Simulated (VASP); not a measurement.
Consider the following.

```
CELL_PARAMETERS angstrom
      3.85595     0.00000     0.00000
      0.00000     3.85595     0.00000
      0.00000     0.00000     3.85595
ATOMIC_POSITIONS crystal
  Sr 0.50000 0.50000 0.50000
  Hg 0.00000 0.00000 0.00000
```

Level of theory: LDA (Ceperley-Alder, Perdew-Zunger), VASP's LDA PAW potentials (set 64) (plane waves; VASP). Run with 400 eV cut-off, 9×9×9 Γ-centred mesh, first-order Methfessel-Paxton smearing of 0.10 eV, potentials Sr_sv Hg.

Unless said otherwise, spin-orbit coupling is left out, though it shifts the bands of the heavy elements here.

Problem. Estimate the energy per atom (σ→0), band gap (on the k-mesh) with the smallest direct gap where there is one.

Solution. 
- band gap (on the k-mesh) = none (metal, semimetal or under 0.01 eV)
- energy per atom (σ→0) = -2.063 eV/atom

Total energies compare only between runs with the same potentials, cut-off and functional.

The structure comes from a computed database's SrHg entry (Pm-3m); how it stands against other phases isn't given here. It was relaxed first, which changed the volume by -8 %. The start is the result of an earlier pass.
